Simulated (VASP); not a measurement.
An input for Quantum ESPRESSO's pw.x (written as the equivalent of a VASP run, and not itself run):

```
&CONTROL
  calculation = 'vc-relax'
  pseudo_dir = './pseudo'
  outdir = './out'
  tprnfor = .true.
  tstress = .true.
  nstep = 60
  forc_conv_thr = 0.00078
/
&SYSTEM
  ibrav = 0
  nat = 4
  ntyp = 3
  ecutwfc = 96
  occupations = 'smearing'
  smearing = 'methfessel-paxton'
  degauss = 0.00735
  input_dft = 'pz'
/
&ELECTRONS
  conv_thr = 7.3e-08
  electron_maxstep = 100
/
&IONS
/
&CELL
/
ATOMIC_SPECIES
  Co 58.933 Co.upf
  Pt 195.084 Pt.upf
  O 15.999 O.upf
CELL_PARAMETERS angstrom
     1.3930134    0.8042562    5.8545359
    -1.3930134    0.8042562    5.8545359
     0.0000000   -1.6085135    5.8545359
ATOMIC_POSITIONS crystal
  Co   0.5000000  0.5000000  0.5000000
  Pt   0.0000000  0.0000000  0.0000000
  O    0.8877903  0.8877903  0.8877903
  O    0.1122097  0.1122097  0.1122097
K_POINTS automatic
  11 11 11 0 0 0
```

Q: Translate this input to VASP (INCAR, KPOINTS, POSCAR, choice of POTCAR).

A: This is not unique; one that fits is 
File KPOINTS:
```
K-points
0
G
  11 11 11
0 0 0
```

INCAR:
```
# general
SYSTEM   =  CoPtO2
PREC     =  Accurate
ENCUT    =  520   # plane-wave cut-off (eV)
LREAL    =  .FALSE.   # projection in real space or not
LASPH    =  .TRUE.

# electronic loop
EDIFF    =  1E-6
NELM     =  100   # most electronic steps
ALGO     =  Normal   # blocked Davidson
LMAXMIX  =  6   # l cut-off of mixed one-centre charges

# smearing
ISMEAR   =  1
SIGMA    =  0.1   # width (eV)

# ions
IBRION   =  2
NSW      =  60
ISIF     =  3   # ions, shape and volume
EDIFFG   =  -0.02   # ionic stop

# output
LWAVE    =  .FALSE.
LCHARG   =  .FALSE.
```

### POSCAR
```
CoPtO2
1
    1.3930134500     0.8042562403     5.8545358593
   -1.3930134500     0.8042562403     5.8545358593
    0.0000000000    -1.6085134528     5.8545358574
Co Pt O
1 1 2
Direct
  0.5000000000   0.5000000000   0.5000000000
  0.0000000000   0.0000000000   0.0000000000
  0.8877902899   0.8877902899   0.8877902899
  0.1122097101   0.1122097101   0.1122097101
```

POTCAR, in this order: Co Pt O (LDA.64 set). Program: vasp_std.

What does not carry over: the potentials are each code's own (VASP's PAW set, PseudoDojo norm-conserving files in pw.x), so ENCUT and ecutwfc are chosen apart and not converted; conv_thr bounds pw.x's estimated SCF error, while EDIFF bounds the energy change between steps; forc_conv_thr acts on force components and is met together with etot_conv_thr.

The structure comes from a computed database's CoPtO2 entry (R-3m); how it stands against other phases isn't given here. This run relaxes it. Symmetry was kept, so distortions that lower it aren't found. The start is the result of an earlier pass.
